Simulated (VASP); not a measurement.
MoS2 (space group P6_3/mmc): the measured cell of entry 1531960 of the Crystallography Open Database is

```
CELL_PARAMETERS angstrom
      3.16900     0.00000     0.00000
     -1.58450     2.74444     0.00000
      0.00000     0.00000    12.32400
ATOMIC_POSITIONS crystal
  Mo 0.33333 0.66667 0.25000
  Mo 0.66667 0.33333 0.75000
  S  0.33333 0.66667 0.62300
  S  0.66667 0.33333 0.12300
  S  0.33333 0.66667 0.87700
  S  0.66667 0.33333 0.37700
```

Computed with PBE GGA with D3 dispersion (Becke-Johnson damping), VASP's PBE PAW potentials (set 64) (plane waves; VASP 6.6.1). Run with 400 eV cut-off, 9×9×2 Γ-centred mesh, tetrahedra with Blöchl corrections, potentials Mo_sv S.

The calculation is for a static lattice at zero pressure; the measurement, whose temperature isn't given here, holds thermal and zero-point expansion. The entry's conditions were not checked, so it may have been measured under pressure.

How far does the relaxed conventional cell lie from the measured one?

```
             measured  computed  difference
-----------  --------  --------  ----------
a (Å)           3.169     3.146      -0.7 %
c (Å)          12.324    12.062      -2.1 %
V (Å³/atom)     17.86     17.23      -3.6 %
```

The structure comes from a measured MoS2 entry (P6_3/mmc) of the Crystallography Open Database, whose conditions weren't checked. It was relaxed first. Symmetry was kept, so distortions that lower it aren't found.
